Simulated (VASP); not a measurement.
A convergence study with VASP on PbO (litharge): one setting is varied, all else stays as given below, so the limit is that of these other settings.

```
PbO
1.0
    3.98000     0.00000     0.00000
    0.00000     3.98000     0.00000
    0.00000     0.00000     5.02000
Pb O
2 2
Direct
  0.50000   0.00000   0.76500
  0.00000   0.50000   0.23500
  0.50000   0.50000   0.00000
  0.00000   0.00000   0.00000
```

These are PBE GGA, VASP's PBE PAW potentials (set 64) (plane waves; VASP 6.6.1) values and carry that method's errors. The tightest run used: 700 eV cut-off, 10×10×8 Monkhorst-Pack mesh, Gaussian smearing of 0.050 eV, potentials Pb_d O.

Question: The settings run are 1×1×1 mesh; 2×2×2 mesh; 3×3×2 mesh; 4×4×3 mesh; 5×5×4 mesh; 6×6×5 mesh; 7×7×6 mesh; 8×8×7 mesh; 9×9×8 mesh; 10×10×8 mesh. From which on does the stress (every component) stay within 0.1 GPa of the tightest run?

Answer: From 4×4×3 mesh on: it is off by 0.02 there and by no more than 0.1 in any finer run, while 3×3×2 mesh is off by 0.13.
| setting | E (eV/atom) | pressure (GPa) | largest force (eV/Å) | irreducible k-points | difference judged (GPa) |
|---|---|---|---|---|---|
| 1×1×1 mesh | -4.4750 | 12.97 | 1.476 | 1 | 20.80 |
| 2×2×2 mesh | -5.3374 | 4.88 | 0.514 | 1 | 0.44 |
| 3×3×2 mesh | -5.3577 | 4.58 | 0.519 | 3 | 0.13 |
| 4×4×3 mesh | -5.3578 | 4.65 | 0.473 | 6 | 0.02 |
| 5×5×4 mesh | -5.3568 | 4.67 | 0.469 | 12 | 0.00 |
| 6×6×5 mesh | -5.3568 | 4.67 | 0.470 | 18 | 0.00 |
| 7×7×6 mesh | -5.3568 | 4.67 | 0.470 | 30 | 0.00 |
| 8×8×7 mesh | -5.3568 | 4.67 | 0.470 | 40 | 0.00 |
| 9×9×8 mesh | -5.3568 | 4.67 | 0.470 | 60 | 0.00 |
| 10×10×8 mesh | -5.3568 | 4.67 | 0.470 | 60 | 0.00 |

Left out are rungs that failed or repeat a setting and relaxations that didn't move; long series are thinned to 24 rows.

The compound is PbO in the litharge structure. The cell was not relaxed at this level, forces remain on its atoms.
